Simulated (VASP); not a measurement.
Given:

```yaml
crystal:
  lattice:
    - [4.51463, 0.00000, 0.00000]
    - [0.00000, 4.51463, 0.00000]
    - [0.00000, 0.00000, 4.51463]
  atoms:
    - { symbol: Pd, position: [0.00000, 0.00000, 0.00000] }
    - { symbol: Sn, position: [0.00000, 0.50000, 0.50000] }
    - { symbol: Sn, position: [0.50000, 0.00000, 0.50000] }
    - { symbol: Sn, position: [0.50000, 0.50000, 0.00000] }
```

Computed with r2SCAN meta-GGA with spin-orbit coupling, VASP's PBE PAW potentials (set 64) (plane waves; VASP). Settings: 400 eV cut-off, 6×6×6 Γ-centred mesh, Gaussian smearing of 0.050 eV, potentials Pd Sn_d.

Question: Estimate the energy per atom (σ→0), band gap (over mesh and band path) with the smallest direct gap where there is one.

Answer: 
```json
{
  "band gap (over mesh and band path)": "none (metal, semimetal or under 0.01 eV)",
  "energy per atom (σ→0)": "-24.224 eV/atom"
}
```

The absolute energy has meaning only against runs of the same code, potentials and settings.

The structure comes from a measured Sn3Pd entry (Pm-3m) of the Crystallography Open Database, whose conditions weren't checked. It was relaxed first, which changed the volume by +46 %.
